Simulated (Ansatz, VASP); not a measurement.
# Cross-check of ZnS (Wurtzite-2H) between VASP and Ansatz, part 2 of 3

Wanted: the spread between two codes on one cell, functional and k mesh. The cell is taken from a series of runs on this material, whose earlier steps may have relaxed, scaled, displaced or heated it; both programs get it as it stands.

VASP 6.6.1 and Ansatz 0.2.0.

So far: The structure; Ansatz: zone-centre phonons, PBE.

**3. VASP: zone-centre phonons, PBE**

Level of this step: PBE; plane waves and PAW (S, Zn) (VASP).

The same cell, functional and mesh now go to VASP, with its own data sets.

Lines of VASP's logs that name or quote its potential files are left out, and so is its time.

The input, INCAR:

```
SYSTEM = ZnS
PREC = Accurate
ENCUT = 500
EDIFF = 1E-08
NELM = 120
ISMEAR = 0
SIGMA = 0.01
LREAL = .FALSE.
ALGO = Normal
GGA = PE
NBANDS = 24
LORBIT = 11
LWAVE = .FALSE.
LCHARG = .FALSE.
ISIF = 2
IBRION = 8
LEPSILON = .TRUE.
LASPH = .TRUE.
GGA_COMPAT = .FALSE.
EFERMI = MIDGAP
KPAR = 2
```

The input, POSCAR:

```
ZnS
1.0
    3.8186568612      0.0000000000      0.0000000000
   -1.9093284306      3.3070538501      0.0000000000
    0.0000000000      0.0000000000      6.2659093752
S Zn
2 2
Direct
    0.3333333333      0.6666666667      0.3796445775
    0.6666666667      0.3333333333      0.8796445775
    0.3333333333      0.6666666667      0.0053554225
    0.6666666667      0.3333333333      0.5053554225
```

The input, KPOINTS:

```
Automatic mesh
0
Gamma
12 12 8
0 0 0
```

PAW data sets: S and Zn (PBE family, release 64).

Started as:

```sh
> mpirun -np 2 vasp_std
```

The program printed:

```text
[banner, memory and clock lines left out]
running    2 mpi-ranks, on    1 nodes
 distrk:  each k-point on    1 cores,    2 groups
 distr:  one band on    1 cores,    1 groups

 POSCAR found type information on POSCAR S Zn
 POSCAR found :  2 types and       4 ions
 LDA part: xc-table for (Slater+PW92), standard interpolation
 POSCAR, INCAR and KPOINTS ok, starting setup
 FFT: planning ... GRIDC
 FFT: planning ... GRID_SOFT
 FFT: planning ... GRID
 WAVECAR not read
 entering main loop
       N       E                     dE             d eps       ncg     rms          rms(c)
DAV:   1     0.230816396025E+03    0.23082E+03   -0.17015E+04  4568   0.175E+03
DAV:   2     0.607843536683E+01   -0.22474E+03   -0.21720E+03  4952   0.357E+02
DAV:   3    -0.141290471858E+02   -0.20207E+02   -0.20106E+02  5592   0.109E+02
DAV:   4    -0.145316833913E+02   -0.40264E+00   -0.40236E+00  5480   0.161E+01
DAV:   5    -0.145393518397E+02   -0.76684E-02   -0.76678E-02  5760   0.206E+00    0.971E+00
DAV:   6    -0.136811222849E+02    0.85823E+00   -0.18448E+00  7016   0.399E+01    0.751E+00
DAV:   7    -0.136950794252E+02   -0.13957E-01   -0.15920E+00  5216   0.719E+00    0.340E+00
DAV:   8    -0.136833378395E+02    0.11742E-01   -0.67920E-02  6104   0.318E+00    0.105E+00
DAV:   9    -0.136839935898E+02   -0.65575E-03   -0.14433E-02  6456   0.197E+00    0.253E-01
DAV:  10    -0.136841338542E+02   -0.14026E-03   -0.98547E-04  5472   0.401E-01    0.125E-01
DAV:  11    -0.136843718683E+02   -0.23801E-03   -0.44728E-04  5248   0.133E-01    0.942E-02
DAV:  12    -0.136843664508E+02    0.54174E-05   -0.15797E-05  5696   0.271E-02    0.770E-03
DAV:  13    -0.136843695273E+02   -0.30765E-05   -0.38080E-06  5272   0.117E-02    0.315E-03
DAV:  14    -0.136843697025E+02   -0.17514E-06   -0.29404E-07  5688   0.708E-03    0.767E-04
DAV:  15    -0.136843697787E+02   -0.76247E-07   -0.10392E-07  5328   0.288E-03    0.932E-04
DAV:  16    -0.136843697771E+02    0.16598E-08   -0.55573E-09  4136   0.616E-04
   1 F= -.13684370E+02 E0= -.13684370E+02  d E =0.000000E+00
 Linear response reoptimize wavefunctions to high precision
DAV:   1    -0.136843697768E+02    0.20736E-09   -0.11133E-09  3744   0.321E-04
DAV:   2    -0.136843697769E+02   -0.63665E-11   -0.33784E-10  2888   0.165E-04
 Linear response G [H, r] |phi>, progress :
  Direction:   1
       N       E                     dE             d eps       ncg     rms
RMM:   1    -0.828828729575E+02   -0.82883E+02    0.43656E+02  8672   0.909E+01
RMM:   2    -0.906119688981E+02   -0.77291E+01   -0.26646E+01  7525   0.336E+01
RMM:   3    -0.911388152777E+02   -0.52685E+00   -0.17424E+00  8136   0.846E+00
RMM:   4    -0.911562374791E+02   -0.17422E-01   -0.79417E-02  8291   0.172E+00
RMM:   5    -0.911574430086E+02   -0.12055E-02   -0.10026E-02  8381   0.442E-01
RMM:   6    -0.911575617189E+02   -0.11871E-03   -0.21134E-03  8512   0.127E-01
RMM:   7    -0.911575569229E+02    0.47961E-05   -0.87975E-04  8678   0.412E-02
RMM:   8    -0.911575295035E+02    0.27419E-04   -0.37819E-04  8803   0.147E-02
RMM:   9    -0.911575109961E+02    0.18507E-04   -0.24220E-04  8831   0.648E-03
RMM:  10    -0.911575040992E+02    0.68969E-05   -0.16832E-04  7586   0.369E-03
RMM:  11    -0.911574999749E+02    0.41243E-05   -0.87668E-05  6421   0.268E-03
RMM:  12    -0.911574982227E+02    0.17522E-05   -0.10515E-04  5859   0.229E-03
RMM:  13    -0.911575006883E+02   -0.24656E-05   -0.92381E-05  5705   0.213E-03
RMM:  14    -0.911574967141E+02    0.39742E-05   -0.60058E-05  5560   0.207E-03
RMM:  15    -0.911574999814E+02   -0.32672E-05   -0.31208E-05  5438   0.202E-03
RMM:  16    -0.911574974202E+02    0.25612E-05   -0.51012E-05  5345   0.202E-03
 Linear response G [H, r] |phi>, progress :
  Direction:   2
       N       E                     dE             d eps       ncg     rms
RMM:   1    -0.972848004558E+02   -0.97285E+02    0.26127E+02  8777   0.879E+01
RMM:   2    -0.101537080125E+03   -0.42523E+01   -0.21991E+01  7461   0.321E+01
RMM:   3    -0.101955465729E+03   -0.41839E+00   -0.13306E+00  8137   0.765E+00
RMM:   4    -0.101978124902E+03   -0.22659E-01   -0.99845E-02  8205   0.158E+00
RMM:   5    -0.101978026998E+03    0.97903E-04   -0.37058E-02  8345   0.428E-01
RMM:   6    -0.101977408786E+03    0.61821E-03   -0.23031E-02  8464   0.128E-01
RMM:   7    -0.101976649729E+03    0.75906E-03   -0.14534E-02  8632   0.433E-02
RMM:   8    -0.101976038066E+03    0.61166E-03   -0.81947E-03  8717   0.166E-02
RMM:   9    -0.101975924670E+03    0.11340E-03   -0.70043E-03  8792   0.752E-03
RMM:  10    -0.101975363782E+03    0.56089E-03   -0.14682E-03  7552   0.437E-03
RMM:  11    -0.101975309961E+03    0.53821E-04   -0.81348E-04  6474   0.310E-03
RMM:  12    -0.101975261997E+03    0.47964E-04   -0.45002E-04  5864   0.266E-03
RMM:  13    -0.101975242333E+03    0.19663E-04   -0.13877E-04  5624   0.241E-03
RMM:  14    -0.101975228756E+03    0.13578E-04   -0.10244E-04  5474   0.239E-03
[...]
RMM:  13    -0.113565230804E+01   -0.12421E-05    0.22333E-07 20751   0.161E-04    0.205E-05
RMM:  14    -0.113565133695E+01    0.97109E-06    0.22724E-07 14517   0.898E-05    0.626E-06
 change of polarisation eV/A/(eV/A) component  1 :     2.098    -0.101     0.000
 dielectric tensor                  component  1 :     5.797    -0.231     0.000
 Linear response to external field, progress :
  Direction:   2
[...]
dielectric tensor                  component  3 :    -0.495    -0.469     5.912
 Linear response DOF=           4
 Linear response progress:
  Degree of freedom:   1/  4
       N       E                     dE             d eps       ncg     rms          rms(c)
RMM:   1    -0.108341850700E+00   -0.10834E+00    0.47484E-02 70427   0.193E+00
RMM:   2    -0.105317542029E+00    0.30243E-02   -0.63107E-03 43238   0.617E-01    0.162E-01
RMM:   3    -0.105791080678E+00   -0.47354E-03   -0.46236E-04 48636   0.143E-01    0.781E-02
RMM:   4    -0.106234100441E+00   -0.44302E-03   -0.79579E-05 48039   0.484E-02    0.199E-02
RMM:   5    -0.106323623402E+00   -0.89523E-04   -0.79766E-06 50123   0.145E-02    0.978E-03
RMM:   6    -0.106301480253E+00    0.22143E-04   -0.12074E-06 49922   0.474E-03    0.395E-03
RMM:   7    -0.106313226613E+00   -0.11746E-04   -0.16370E-08 47316   0.196E-03    0.587E-04
RMM:   8    -0.106310563528E+00    0.26631E-05   -0.64574E-08 49695   0.630E-04    0.100E-04
RMM:   9    -0.106309392078E+00    0.11714E-05    0.15620E-08 49084   0.252E-04    0.704E-05
RMM:  10    -0.106309743535E+00   -0.35146E-06    0.35743E-08 50311   0.918E-05    0.164E-05
RMM:  11    -0.106310015218E+00   -0.27168E-06    0.24580E-08 48518   0.500E-05    0.737E-06
RMM:  12    -0.106309965279E+00    0.49939E-07    0.38209E-08 51205   0.265E-05    0.158E-06
RMM:  13    -0.106309969583E+00   -0.43033E-08    0.11450E-08 43572   0.170E-05    0.154E-06
 first order change of Fermi-energy  -0.76295E-01
 force on displaced ion       1 direction 1 :  -6.465   0.000   0.000
 Born effective charge ion    1 direction 1 :  -1.951  -0.000  -0.000
 Linear response progress:
  Degree of freedom:   2/  4
       N       E                     dE             d eps       ncg     rms          rms(c)
RMM:   1    -0.127660661682E+00   -0.12766E+00    0.56193E-02 16287   0.195E+00
RMM:   2    -0.123493137987E+00    0.41675E-02   -0.69386E-03  9563   0.700E-01    0.184E-01
RMM:   3    -0.123785961814E+00   -0.29282E-03   -0.77081E-04 11005   0.173E-01    0.889E-02
RMM:   4    -0.124054995132E+00   -0.26903E-03   -0.77807E-05 10117   0.591E-02    0.304E-02
RMM:   5    -0.124111835035E+00   -0.56840E-04   -0.10887E-05 11032   0.215E-02    0.909E-03
RMM:   6    -0.124101062123E+00    0.10773E-04    0.11375E-06 11347   0.488E-03    0.502E-03
RMM:   7    -0.124104794794E+00   -0.37327E-05   -0.51268E-08 11329   0.163E-03    0.138E-03
RMM:   8    -0.124105889622E+00   -0.10948E-05    0.99529E-09 10182   0.103E-03    0.225E-04
RMM:   9    -0.124106172970E+00   -0.28335E-06   -0.13111E-07 11305   0.305E-04    0.905E-05
RMM:  10    -0.124106269354E+00   -0.96385E-07   -0.11000E-07 11557   0.100E-04    0.427E-05
RMM:  11    -0.124106238483E+00    0.30871E-07   -0.85521E-08 11395   0.438E-05    0.146E-05
RMM:  12    -0.124106222056E+00    0.16428E-07   -0.89446E-08 10951   0.341E-05    0.468E-06
RMM:  13    -0.124106242661E+00   -0.20605E-07   -0.75267E-08 11173   0.185E-05    0.155E-06
RMM:  14    -0.124106255179E+00   -0.12518E-07   -0.76353E-08  9819   0.153E-05    0.577E-07
RMM:  15    -0.124106255005E+00    0.17431E-09   -0.82352E-08  7443   0.131E-05    0.212E-07
 first order change of Fermi-energy  -0.65520E-01
 force on displaced ion       1 direction 3 :  -0.000  -0.000  -9.165
 Born effective charge ion    1 direction 3 :   0.000   0.000  -2.054
 Linear response progress:
  Degree of freedom:   3/  4
       N       E                     dE             d eps       ncg     rms          rms(c)
RMM:   1    -0.212171644912E+00   -0.21217E+00   -0.10775E-02 41691   0.183E+00
RMM:   2    -0.209869884916E+00    0.23018E-02   -0.36678E-03 43701   0.406E-01    0.120E-01
RMM:   3    -0.209624794556E+00    0.24509E-03   -0.10489E-04 50090   0.652E-02    0.709E-02
RMM:   4    -0.209266796586E+00    0.35800E-03   -0.16350E-05 49703   0.266E-02    0.380E-03
RMM:   5    -0.209250832649E+00    0.15964E-04   -0.27893E-06 51138   0.423E-03    0.180E-03
RMM:   6    -0.209245212188E+00    0.56205E-05   -0.75965E-07 50442   0.256E-03    0.423E-04
RMM:   7    -0.209245457031E+00   -0.24484E-06   -0.51178E-07 51815   0.582E-04    0.207E-04
RMM:   8    -0.209244729081E+00    0.72795E-06   -0.31927E-07 50513   0.452E-04    0.389E-05
RMM:   9    -0.209244552507E+00    0.17657E-06   -0.14951E-07 51987   0.951E-05    0.263E-05
RMM:  10    -0.209244516505E+00    0.36001E-07   -0.48383E-08 50035   0.610E-05    0.523E-06
RMM:  11    -0.209244532580E+00   -0.16074E-07   -0.51176E-08 51901   0.260E-05    0.259E-06
RMM:  12    -0.209244550976E+00   -0.18396E-07   -0.19307E-09 47086   0.191E-05    0.709E-07
RMM:  13    -0.209244553200E+00   -0.22245E-08   -0.52982E-09 36618   0.151E-05    0.282E-07
 first order change of Fermi-energy  -0.14439E+00
 force on displaced ion       3 direction 1 :  -5.651   0.000  -0.000
 Born effective charge ion    3 direction 1 :   1.951  -0.000   0.000
 Linear response progress:
  Degree of freedom:   4/  4
       N       E                     dE             d eps       ncg     rms          rms(c)
RMM:   1    -0.218255030578E+00   -0.21826E+00   -0.82767E-03  9426   0.184E+00
RMM:   2    -0.215598240528E+00    0.26568E-02   -0.37912E-03  9977   0.423E-01    0.143E-01
RMM:   3    -0.215227958936E+00    0.37028E-03   -0.18522E-04 11218   0.801E-02    0.761E-02
RMM:   4    -0.214836468058E+00    0.39149E-03   -0.40070E-05 11150   0.425E-02    0.200E-02
RMM:   5    -0.214732393933E+00    0.10407E-03   -0.13370E-05 11439   0.190E-02    0.727E-03
RMM:   6    -0.214733864941E+00   -0.14710E-05    0.41997E-06 10775   0.548E-03    0.451E-03
RMM:   7    -0.214740545883E+00   -0.66809E-05    0.49614E-07 10960   0.306E-03    0.512E-04
RMM:   8    -0.214741581590E+00   -0.10357E-05    0.66529E-07 11022   0.862E-04    0.193E-04
RMM:   9    -0.214741626516E+00   -0.44926E-07   -0.93142E-08 11638   0.284E-04    0.545E-05
RMM:  10    -0.214741680323E+00   -0.53808E-07   -0.21917E-08 11474   0.153E-04    0.342E-05
RMM:  11    -0.214741730185E+00   -0.49862E-07    0.21098E-09 11748   0.545E-05    0.111E-05
RMM:  12    -0.214741802789E+00   -0.72605E-07    0.25928E-08 11361   0.343E-05    0.309E-06
RMM:  13    -0.214741815092E+00   -0.12302E-07   -0.11781E-08 10881   0.195E-05    0.850E-07
RMM:  14    -0.214741813925E+00    0.11663E-08   -0.62047E-08  9935   0.139E-05    0.434E-07
 first order change of Fermi-energy   0.65371E-01
 force on displaced ion       3 direction 3 :   0.000  -0.000  -7.563
 Born effective charge ion    3 direction 3 :   0.000  -0.000   2.054
 Born effective charges drift removed
 Linear response finished
```

[end of part 2 of 3]

[Lines on the potential files, build, host, timing and source positions are cut from VASP's logs without a mark.]

[Logs are printed without paths, hosts, clocks, repeated set-up lines and the standing remarks that a program may print on its own settings, such as how far it seeks lower states.]

[Hosts, paths, dates, database ids (printed as entryN), source tags and the programs' standing remarks are cut or masked in the printed files.]
